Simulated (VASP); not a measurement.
# Vacuum and the quasiparticle gap of a sheet of SnSe2, part 3 of 5

Wanted: the quasiparticle gap of a sheet of SnSe2, and how far the repeats disturb it.

VASP 6.6.1, plane waves and PAW; the level of theory is named at each step.

So far, gap on the k-mesh (eV): step 4 (empty bands, box 11 Å) 0.821.

## (5) G0W0, box 11 Å, bands in the sums 280

This step: G0W0 on PBE; plane waves and PAW (Sn_d_GW, Se_GW) (VASP 6.6.1).

G0W0 keeps orbitals and screening fixed and shifts each of the lowest NBANDSGW levels once.

The input, INCAR:

```
SYSTEM = SnSe2
PREC = Accurate
ENCUT = 300
ISMEAR = 0
SIGMA = 0.01
LREAL = .FALSE.
GGA = PE
NBANDS = 280
ALGO = EVGW0
NELMGW = 1
ENCUTGW = 90
NOMEGA = 48
PRECFOCK = Fast
NBANDSGW = 24
LWAVE = .FALSE.
LCHARG = .FALSE.
```

The input, POSCAR:

```
SnSe2
1.0
    3.8545658600      0.0000000000      0.0000000000
   -1.9272829300      3.3381519553      0.0000000000
    0.0000000000      0.0000000000     11.0000000000
Sn Se
1 2
Direct
    0.0000000000      0.0000000000      0.5000000000
    0.3333333333      0.6666666667      0.6455576789
    0.6666666667      0.3333333333      0.3544423211
```

The input, KPOINTS:

```
Automatic mesh
0
Gamma
9 9 1
0 0 0
```

Potentials, in the order of the species: Sn_d_GW and Se_GW (PBE family, release 64).

Launch:

```console
$ mpirun -np 8 vasp_std
```

The program printed:

```text
[banner, memory and clock lines left out]
running    8 mpi-ranks, on    1 nodes
 distrk:  each k-point on    8 cores,    1 groups
 distr:  one band on    1 cores,    8 groups

 POSCAR found type information on POSCAR SnSe
 POSCAR found :  2 types and       3 ions
 [... a notice as in an earlier step ...]

|                                                                             |
|           W    W    AA    RRRRR   N    N  II  N    N   GGGG   !!!           |
|           W    W   A  A   R    R  NN   N  II  NN   N  G    G  !!!           |
|           W    W  A    A  R    R  N N  N  II  N N  N  G       !!!           |
|           W WW W  AAAAAA  RRRRR   N  N N  II  N  N N  G  GGG   !            |
|           WW  WW  A    A  R   R   N   NN  II  N   NN  G    G                |
|           W    W  A    A  R    R  N    N  II  N    N   GGGG   !!!           |
|                                                                             |
|     The default for ENCUTGWSOFT is different in this version of VASP.       |
|     please manually set ENCUTGWSOFT =90 in the INCAR file.                  |
|                                                                             |

 LDA part: xc-table for (Slater+PW92), standard interpolation
 found WAVECAR, reading the header
 POSCAR, INCAR and KPOINTS ok, starting setup
 FFT: planning ... GRIDC
 FFT: planning ... GRID_SOFT
 FFT: planning ... GRID
 reading WAVECAR
 the WAVECAR file was read successfully
 initial charge from wavefunction
 available memory per node:    116.10 GB, setting MAXMEM to    118884

 The Fermi energy was updated, please check that it is located mid-gap
 values below the HOMO (VB) or above the LUMO (CB) will cause erroneous energies
 E-fermi :  -0.5569

 calculate exact exchange contribution
 the WAVEDER file was read successfully
energies w=
    0.000    0.000    0.349    0.000    0.697    0.000    1.042    0.000
    1.383    0.000    1.719    0.000    2.050    0.000    2.374    0.000
    2.692    0.000    3.005    0.000    3.312    0.000    3.614    0.000
    3.911    0.000    4.205    0.000    4.497    0.000    4.787    0.000
    5.077    0.000    5.367    0.000    5.660    0.000    5.956    0.000
    6.257    0.000    6.565    0.000    6.882    0.000    7.209    0.000
    7.549    0.000    7.906    0.000    8.281    0.000    8.679    0.000
    9.104    0.000    9.561    0.000   10.057    0.000   10.600    0.000
   11.199    0.000   11.868    0.000   12.622    0.000   13.482    0.000
   14.476    0.000   15.643    0.000   17.035    0.000   18.728    0.000
   20.837    0.000   23.537    0.000   27.119    0.000   32.094    0.000
   39.458    0.000   51.442    0.000   74.284    0.000  134.587    0.000
 responsefunction array rank=     288
 LDA part: xc-table for (Slater+PW92), standard interpolation

 min. memory requirement per mpi rank    307.5 MB, per node   2460.0 MB

 allocating   6 responsefunctions rank=   288
 shmem allocating  48 responsefunctions rank=   288
 response function shared by NCSHMEM nodes    1
 Doing            6  frequencies on each core in blocks of           48
NQ=   1    0.0000    0.0000    0.0000,
|.........|.........|.........|.........|.........|.........|.........|.........
 performed        723000 updates of chi_q(r,r)
 total number of BLAS operations        364.69 Gflops
NQ=   2    0.1111    0.0000    0.0000,
|.........|.........|.........|.........|.........|.........|.........|.........
 performed       2132000 updates of chi_q(r,r)
 total number of BLAS operations       1132.56 Gflops
NQ=   3    0.2222    0.0000    0.0000,
|.........|.........|.........|.........|.........|.........|.........|.........
 performed       3541000 updates of chi_q(r,r)
 total number of BLAS operations       1924.15 Gflops
NQ=   4    0.3333    0.0000    0.0000,
|.........|.........|.........|.........|.........|.........|.........|.........
 performed       4950000 updates of chi_q(r,r)
 total number of BLAS operations       2776.61 Gflops
NQ=   5    0.4444    0.0000    0.0000,
|.........|.........|.........|.........|.........|.........|.........|.........
 performed       6359000 updates of chi_q(r,r)
 total number of BLAS operations       3685.78 Gflops
NQ=   6    0.1111    0.1111    0.0000,
|.........|.........|.........|.........|.........|.........|.........|.........
 performed       7768000 updates of chi_q(r,r)
 total number of BLAS operations       4453.65 Gflops
NQ=   7    0.2222    0.1111    0.0000,
|.........|.........|.........|.........|.........|.........|.........|.........
 performed       9418000 updates of chi_q(r,r)
 total number of BLAS operations       5445.22 Gflops
NQ=   8    0.3333    0.1111    0.0000,
|.........|.........|.........|.........|.........|.........|.........|.........
 performed      11068000 updates of chi_q(r,r)
 total number of BLAS operations       6451.32 Gflops
NQ=   9    0.4444    0.1111    0.0000,
|.........|.........|.........|.........|.........|.........|.........|.........
 performed      12477000 updates of chi_q(r,r)
 total number of BLAS operations       7354.09 Gflops
NQ=  10    0.2222    0.2222    0.0000,
|.........|.........|.........|.........|.........|.........|.........|.........
 performed      13886000 updates of chi_q(r,r)
 total number of BLAS operations       8256.87 Gflops
NQ=  11    0.3333    0.2222    0.0000,
|.........|.........|.........|.........|.........|.........|.........|.........
 performed      15536000 updates of chi_q(r,r)
 total number of BLAS operations       9299.75 Gflops
NQ=  12    0.3333    0.3333    0.0000,
|.........|.........|.........|.........|.........|.........|.........|.........
 performed      16407000 updates of chi_q(r,r)
 total number of BLAS operations       9842.41 Gflops
 resolving degeneracies of screened two electron integrals

 calculate QP shifts <psi_nk| G(iteration)W_0 |psi_nk>: iteration 1
 entering main loop
```

Run time: 3.1 min. Hardware: 8 MPI ranks of Intel Xeon 6975P-C (Granite Rapids), shared host; peak memory 2.9 GiB; 20 min of CPU time.

From OUTCAR (step 5):

```text
   k-points           NKPTS =     12   k-points in BZ     NKDIM =     81   number of bands    NBANDS=    280

   NELECT =      26.0000    total number of electrons

 E-fermi :  -0.5569

 QP shifts <psi_nk| G(iteration)W_0 |psi_nk>: iteration 1
 for sc-GW calculations column KS-energies equals QP-energies in previous step
 and V_xc(KS)=  KS-energies - (<T + V_ion + V_H > + <T+V_H+V_ion>^1  + <V_x>^1)
 k-point   1 :       0.0000    0.0000    0.0000
  band No.  KS-energies  QP-energies   sigma(KS)   V_xc(KS)     V^pw_x(r,r')   Z            occupation Imag(sigma)
    ...
     10      -1.4274      -1.9375     -12.8051     -12.1078     -14.1881       0.7315       2.0000       0.1452
     11      -1.4274      -1.9375     -12.8051     -12.1078     -14.1881       0.7315       2.0000       0.1452
     12      -1.0447      -1.4998     -12.8152     -12.1910     -14.0462       0.7292       2.0000       0.1252
     13      -1.0447      -1.4998     -12.8152     -12.1910     -14.0462       0.7292       2.0000       0.1252
     14       0.5281       0.9036     -10.3525     -10.8369      -7.8437       0.7752       0.0000       0.0285
     15       2.0968       2.4666      -9.4142      -9.8831      -5.9629       0.7889       0.0000      -0.0164
     16       3.6054       4.0695     -10.2108     -10.8155      -6.1708       0.7676       0.0000      -0.0727
     17       3.6054       4.0695     -10.2108     -10.8155      -6.1708       0.7676       0.0000      -0.0727
    ...

 k-point   2 :       0.1111    0.0000    0.0000
  band No.  KS-energies  QP-energies   sigma(KS)   V_xc(KS)     V^pw_x(r,r')   Z            occupation Imag(sigma)
    ...
     10      -2.0069      -2.6381     -12.1172     -11.2300     -14.1404       0.7115       2.0000       0.1805
     11      -1.7858      -2.3063     -12.6407     -11.9241     -14.1259       0.7264       2.0000       0.1628
     12      -1.6263      -2.1245     -12.3029     -11.6171     -13.6834       0.7264       2.0000       0.1490
     13      -0.9672      -1.4287     -12.8534     -12.2223     -14.0953       0.7313       2.0000       0.1221
     14       1.0724       1.4995     -10.9977     -11.5624      -8.3122       0.7562       0.0000       0.0074
     15       2.7008       3.0921      -9.5398     -10.0408      -5.9681       0.7810       0.0000      -0.0374
     16       3.4317       3.8101      -8.9690      -9.4537      -5.3335       0.7806       0.0000      -0.0743
     17       3.8717       4.3572     -10.3243     -10.9610      -6.1947       0.7624       0.0000      -0.0881
    ...

[... 7 parts as in an earlier step ...]

[... 8 further parts left out ...]
```

Numbers from this step:

```yaml
quasiparticle_gap_on_the_mesh: 1.621 eV
smallest_direct_quasiparticle_gap_on_the_mesh: 1.976 eV
gap_of_the_starting_orbitals_on_the_mesh: 0.8205 eV
```

GW takes the gap from 0.821 to 1.621 eV. The mesh misses a band edge: at the starting level the path gave a gap 0.06 eV smaller. The sheet keeps a typed, unrelaxed lattice constant, and the Coulomb interaction between its repeats isn't cut. Spin-orbit coupling is left out. The value holds for 280 bands, ENCUTGW = 90 eV and this mesh, and isn't shown to be converged in them.

## (6) Ground state with more vacuum, box 12.5 Å, height 12.5

This step: PBE; plane waves and PAW (Sn_d_GW, Se_GW) (VASP 6.6.1).

The cell is made 12.5 Å high around the same sheet, and the chain is run again; the band count grows with the volume, so that the sums reach the same energy.

The input, INCAR:

```
SYSTEM = SnSe2
PREC = Accurate
ENCUT = 300
EDIFF = 1E-08
NELM = 100
ISMEAR = 0
SIGMA = 0.01
LREAL = .FALSE.
ALGO = Normal
GGA = PE
NBANDS = 19
LORBIT = 11
LWAVE = .TRUE.
LCHARG = .FALSE.
KPAR = 8
```

The input, POSCAR:

```
SnSe2
1.0
    3.8545658600      0.0000000000      0.0000000000
   -1.9272829300      3.3381519553      0.0000000000
    0.0000000000      0.0000000000     12.5000000000
Sn Se
1 2
Direct
    0.0000000000      0.0000000000      0.5000000000
    0.3333333333      0.6666666667      0.6280907574
    0.6666666667      0.3333333333      0.3719092426
```

KPOINTS is that of step 5.

Launch:

```console
$ mpirun -np 8 vasp_std
```

The program printed:

```text
[... set-up lines as in an earlier step ...]
 entering main loop
       N       E                     dE             d eps       ncg     rms          rms(c)
DAV:   1     0.207204215538E+03    0.20720E+03   -0.82351E+03   589   0.253E+03
DAV:   2     0.139453864804E+02   -0.19326E+03   -0.18700E+03   816   0.636E+02
DAV:   3    -0.111404921424E+02   -0.25086E+02   -0.24981E+02   762   0.131E+02
DAV:   4    -0.120260916383E+02   -0.88560E+00   -0.88444E+00   696   0.207E+01
DAV:   5    -0.121353942054E+02   -0.10930E+00   -0.10929E+00   850   0.121E+01    0.641E+00
DAV:   6    -0.118650293506E+02    0.27036E+00   -0.59256E-01   744   0.212E+01    0.397E+00
DAV:   7    -0.118437153801E+02    0.21314E-01   -0.21519E-01   642   0.512E+00    0.972E-01
DAV:   8    -0.118411591260E+02    0.25563E-02   -0.26042E-02   616   0.393E+00    0.120E-01
DAV:   9    -0.118409721800E+02    0.18695E-03   -0.36879E-03   609   0.113E+00    0.325E-02
DAV:  10    -0.118409755603E+02   -0.33803E-05   -0.26349E-04   579   0.106E-01    0.154E-02
DAV:  11    -0.118409892364E+02   -0.13676E-04   -0.61605E-05   695   0.791E-02    0.981E-03
DAV:  12    -0.118410599843E+02   -0.70748E-04   -0.31033E-05   532   0.421E-02    0.688E-03
DAV:  13    -0.118411534092E+02   -0.93425E-04   -0.12812E-05   553   0.227E-02    0.302E-03
DAV:  14    -0.118411679308E+02   -0.14522E-04   -0.20661E-06   606   0.833E-03    0.162E-03
DAV:  15    -0.118411763950E+02   -0.84642E-05   -0.10541E-06   572   0.971E-03    0.912E-04
DAV:  16    -0.118411765733E+02   -0.17833E-06   -0.44737E-08   530   0.237E-03    0.355E-04
DAV:  17    -0.118411767820E+02   -0.20864E-06   -0.31075E-08   490   0.115E-03    0.152E-04
DAV:  18    -0.118411768201E+02   -0.38170E-07   -0.33493E-09   527   0.151E-03    0.685E-05
DAV:  19    -0.118411768207E+02   -0.55479E-09   -0.64150E-10   422   0.334E-04
   1 F= -.11841177E+02 E0= -.11841177E+02  d E =-.100559E-56
 writing wavefunctions
```

The job ended after 5.4 s (8 MPI ranks; peak memory 1.6 GiB; 31 s of CPU time).

From OUTCAR (step 6):

```text
   ENCUT  =  300.0 eV  22.05 Ry    4.70 a.u.   5.44  5.44 17.65*2*pi/ulx,y,z

   NELECT =      26.0000    total number of electrons

 E-fermi :  -1.4635

 k-point     1 :       0.0000    0.0000    0.0000
  band No.  band energies     occupation
    ...
      9      -2.6685      2.00000
     10      -2.0349      2.00000
     11      -2.0349      2.00000
     12      -1.6522      2.00000
     13      -1.6522      2.00000
     14      -0.0675      0.00000
     15       1.4870      0.00000
     16       2.9979      0.00000
     17       2.9979      0.00000
     18       3.8042      0.00000
    ...

  Total        0.0486970      0.0486970     -0.1808265     -0.0000000      0.0000000      0.0000000
  in kB        0.4850884      0.4850884     -1.8012791     -0.0000000      0.0000000      0.0000000
  external PRESSURE =      -0.2770341 kB  Pullay stress =       0.0000000 kB

 POSITION                                       TOTAL-FORCE (eV/Angst)
 -----------------------------------------------------------------------------------
      0.00000      0.00000      6.25000         0.000000      0.000000      0.000000
     -0.00000      2.22543      7.85113         0.000000     -0.000000     -0.006578
      1.92728      1.11272      4.64887        -0.000000      0.000000      0.006578
 -----------------------------------------------------------------------------------
    total drift:                               -0.000000      0.000000      0.000000

  FREE ENERGIE OF THE ION-ELECTRON SYSTEM (eV)
  ---------------------------------------------------
  free  energy   TOTEN  =       -11.8411768207 eV

  energy  without entropy=      -11.8411768207  energy(sigma->0) =      -11.84117682

[... 2 parts as in an earlier step ...]

[... 14 further parts left out ...]
```

Numbers from this step:

```yaml
fermi_energy: -1.464 eV
gap_on_the_k_mesh: 0.8201 eV
```

## (7) Empty bands, box 12.5 Å, height 12.5

The empty bands are made again, for the run that follows.

The input, INCAR:

```
SYSTEM = SnSe2
PREC = Accurate
ENCUT = 300
ISMEAR = 0
SIGMA = 0.01
LREAL = .FALSE.
GGA = PE
NBANDS = 312
ALGO = Exact
NELM = 1
LWAVE = .TRUE.
LCHARG = .FALSE.
LOPTICS = .TRUE.
NEDOS = 1000
CSHIFT = 0.1
```

POSCAR is that of step 6.

KPOINTS is that of step 6.

Launch:

```console
$ mpirun -np 8 vasp_std
```

The program printed:

```text
[banner, memory and clock lines left out]
running    8 mpi-ranks, on    1 nodes
[...]
[... a notice as in an earlier step ...]

 LDA part: xc-table for (Slater+PW92), standard interpolation
 found WAVECAR, reading the header
  number of bands has changed, file:    19 present:   312
  trying to continue reading WAVECAR, but it might fail
 POSCAR, INCAR and KPOINTS ok, starting setup
[...]
reading WAVECAR
 random initialization beyond band           19
 the WAVECAR file was read successfully
 initial charge from wavefunction
 entering main loop
       N       E                     dE             d eps       ncg     rms          rms(c)
DIA:   1    -0.118411768226E+02   -0.11841E+02    0.00000E+00     0   0.000E+00
   1 F= -.11841177E+02 E0= -.11841177E+02  d E =-.131806E-78
 writing wavefunctions
 optical routines
 imaginary and real dielectric function
 recalculating local potential from charge density
 direction            1
 direction            2
 direction            3
```

Run time: 22 s. Hardware: 8 MPI ranks; peak memory 2.3 GiB; 2.3 min of CPU time.

OUTCAR, selected parts (step 7):

```text
  Total        0.0483519      0.0483519     -0.1810560      0.0000000     -0.0000000      0.0000000
  in kB        0.4816513      0.4816513     -1.8035654      0.0000000     -0.0000000      0.0000000
  external PRESSURE =      -0.2800876 kB  Pullay stress =       0.0000000 kB

 POSITION                                       TOTAL-FORCE (eV/Angst)
 -----------------------------------------------------------------------------------
      0.00000      0.00000      6.25000        -0.000000      0.000000      0.000000
     -0.00000      2.22543      7.85113         0.000000      0.000000     -0.006586
      1.92728      1.11272      4.64887         0.000000     -0.000000      0.006586
 -----------------------------------------------------------------------------------
    total drift:                               -0.000000      0.000000     -0.000000

  FREE ENERGIE OF THE ION-ELECTRON SYSTEM (eV)
  ---------------------------------------------------
  free  energy   TOTEN  =       -11.8411768226 eV

  energy  without entropy=      -11.8411768226  energy(sigma->0) =      -11.84117682

[... 1 part as in an earlier step ...]

[... 2 further parts left out ...]
[key lines of the parts left out:]
E-fermi :  -1.4427
```

WAVECAR now holds 312 bands for 26 electrons.

(Continued in part 4 of 5.)

[Lines on the potential files, build, host, timing and source positions are cut from VASP's logs without a mark.]

[Logs are printed without paths, hosts, clocks, repeated set-up lines and the standing remarks that a program may print on its own settings, such as how far it seeks lower states.]

[Hosts, paths, dates, database ids (printed as entryN), source tags and the programs' standing remarks are cut or masked in the printed files.]

[Pressures printed for these runs are not shown converged in the cutoff: they can be off by several GPa and have the wrong sign.]
